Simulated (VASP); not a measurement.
Mg (relaxed from the simple-cubic structure, space group Pm-3m): computed properties

Calculation: r2SCAN meta-GGA, VASP's PBE PAW potentials (set 64) (plane waves; VASP).

| Property | Result |
|---|---|
| space group | Pm-3m (221) |
| cell | a = b = c = 2.987 Å, α = β = γ = 90.00° |
| volume per atom | 26.65 Å³/atom |
| band gap (over mesh and band path) | none (metal, semimetal or under 0.01 eV) |
| density | 1.51 g/cm³ |
| C11 | 61.4 GPa |
| C12 | 6.5 GPa |
| C44 | -15.1 GPa |

```
Mg
1.0
    2.98701     0.00000     0.00000
    0.00000     2.98701     0.00000
    0.00000     0.00000     2.98701
Mg
1
Cartesian
  0.00000   0.00000   0.00000
```

Finite-difference elastic constants of metals are sensitive to mesh and smearing; shear constants can be off by tens of GPa.

The structure was generated: Mg was put into the simple-cubic type (Pm-3m), which need not be its known phase. It was relaxed first. Symmetry was kept, so distortions that lower it aren't found.
